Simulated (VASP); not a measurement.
```yaml
crystal:
  lattice:
    - [4.11440, 0.00000, 0.00000]
    - [0.00000, 4.11440, 0.00000]
    - [0.00000, 0.00000, 4.11440]
  atoms:
    - { symbol: Ti, position: [0.00000, 0.50000, 0.50000] }
    - { symbol: Ti, position: [0.50000, 0.00000, 0.50000] }
    - { symbol: Ti, position: [0.50000, 0.50000, 0.00000] }
    - { symbol: In, position: [0.00000, 0.00000, 0.00000] }
    - { symbol: N, position: [0.50000, 0.50000, 0.50000] }
```

These are LDA (Ceperley-Alder, Perdew-Zunger), VASP's LDA PAW potentials (set 64) (plane waves; VASP) values and carry that method's errors. Numerical set-up: 520 eV cut-off, 7×7×7 Γ-centred mesh, first-order Methfessel-Paxton smearing of 0.10 eV, potentials Ti_sv In_d N.

Unless said otherwise, spin-orbit coupling is left out, though it shifts the bands of the heavy elements here.

What does the run give for the energy per atom (σ→0), band gap (on the k-mesh) with the smallest direct gap where there is one?

```
Quantity                                                     Value
------------------------  ----------------------------------------
band gap (on the k-mesh)  none (metal, semimetal or under 0.01 eV)
energy per atom (σ→0)                               -8638 meV/atom
```

The absolute energy has meaning only against runs of the same code, potentials and settings.

The structure comes from a computed database's Ti3InN entry (Pm-3m); how it stands against other phases isn't given here. It was relaxed first, which changed the volume by -5 %. The start is the result of an earlier pass.
